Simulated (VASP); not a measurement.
The input files of a VASP run:

**INCAR**
```
SYSTEM = Mg
PREC = Accurate
ENCUT = 400
EDIFF = 1E-6
NELM = 100
ALGO = Normal
LREAL = .FALSE.
LASPH = .TRUE.
ISMEAR = 1
SIGMA = 0.1
GGA = PE
LWAVE = .FALSE.
LCHARG = .FALSE.
ISIF = 2
IBRION = 0
NSW = 3
TEBEG = 300
```

### POSCAR
```
Mg
1
    1.6050000000    -2.7799420000     0.0000000000
    1.6050000000     2.7799420000     0.0000000000
    0.0000000000     0.0000000000     5.2100000000
Mg
2
Direct
  0.3333330000   0.6666670000   0.2500000000
  0.6666670000   0.3333330000   0.7500000000
```

File KPOINTS:
```
Automatic mesh
0
Gamma
10 10 6
0 0 0
```

POTCAR, in this order: Mg (PBE.64 set). Program: vasp_std.

Output of the run:

### standard output
```
 POSCAR found type information on POSCAR Mg
 POSCAR found :  1 types and       2 ions
 Reading from existing POTCAR

 -----------------------------------------------------------------------------
|                                                                             |
|     EEEEEEE  RRRRRR   RRRRRR   OOOOOOO  RRRRRR      ###     ###     ###     |
|     E        R     R  R     R  O     O  R     R     ###     ###     ###     |
|     E        R     R  R     R  O     O  R     R     ###     ###     ###     |
|     EEEEE    RRRRRR   RRRRRR   O     O  RRRRRR       #       #       #      |
|     E        R   R    R   R    O     O  R   R                               |
|     E        R    R   R    R   O     O  R    R      ###     ###     ###     |
|     EEEEEEE  R     R  R     R  OOOOOOO  R     R     ###     ###     ###     |
|                                                                             |
|     Fatal error! IBRION=0, but no entry for POTIM on file INCAR. MUST       |
|     be specified!                                                           |
|                                                                             |
|       ---->  I REFUSE TO CONTINUE WITH THIS SICK JOB ... BYE!!! <----       |
|                                                                             |
 -----------------------------------------------------------------------------
```

Read the log: what went wrong, and how is it fixed?

The cause: molecular dynamics (IBRION = 0) was asked for without POTIM. VASP stops with an error: Fatal error! IBRION=0, but no entry for POTIM on file INCAR. MUST be specified! ----> I REFUSE TO CONTINUE WITH THIS SICK JOB ... BYE!!! <---- To mend it, set POTIM to the time step in fs (1 to 2 fs suits most solids). The plain static run on this cell (PBE GGA, plane waves, VASP's PBE PAW potentials (set 64)) converges, and its OSZICAR ends with
```
   1 F= -.30064760E+01 E0= -.30060827E+01  d E =-.117985E-02
```

The compound is Mg in the hcp structure. The cell was not relaxed at this level.
